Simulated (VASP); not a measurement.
```cif
data_B4P4
_chemical_formula_sum 'B4 P4'
_space_group_name_H-M_alt 'F-43m'
_space_group_IT_number 216
_space_group_name_Hall 'F -4 2 3'
_cell_length_a 4.53942
_cell_length_b 4.53942
_cell_length_c 4.53942
_cell_angle_alpha 90.000
_cell_angle_beta 90.000
_cell_angle_gamma 90.000
loop_
_atom_site_label
_atom_site_type_symbol
_atom_site_symmetry_multiplicity
_atom_site_Wyckoff_symbol
_atom_site_fract_x
_atom_site_fract_y
_atom_site_fract_z
_atom_site_occupancy
B1 B 4 a 0.00000 0.00000 0.00000 1
P1 P 4 d 0.75000 0.75000 0.75000 1
```
(The calculation used a cell of 2 atoms; values per cell refer to that cell.)

All values below come from rev-vdW-DF2, VASP's PBE PAW potentials (set 64) (plane waves; VASP). Settings: 520 eV cut-off, 10×10×10 Γ-centred mesh, Gaussian smearing of 0.050 eV, potentials B P.

### Question
Give the energy at these volumes per atom, relative to the lowest: 11.00, 11.35, 11.70, 12.05, 12.40 Å³.

### Answer
23.5, 5.5, 0.0, 5.3, 19.9 meV/atom. A third-order Birch-Murnaghan fit gives B0 = 164 GPa and B0′ = 3.8.

Measured: bulk modulus 176 GPa at 0 K (computed value off by -7.1 %), as given by Tamar Goldzak et al., The Journal of Chemical Physics (2022), arXiv:2208.04865 [0 K, zero-point effect removed]; a 4.525 Å at 0 K (computed value off by +0.3 %), as given by Daniel Mejia-Rodriguez et al., Physical Review B (2018), arXiv:1807.09216 [static lattice: zero-point anharmonic expansion removed].

The compound is BP in the zinc blende structure. It was relaxed first.
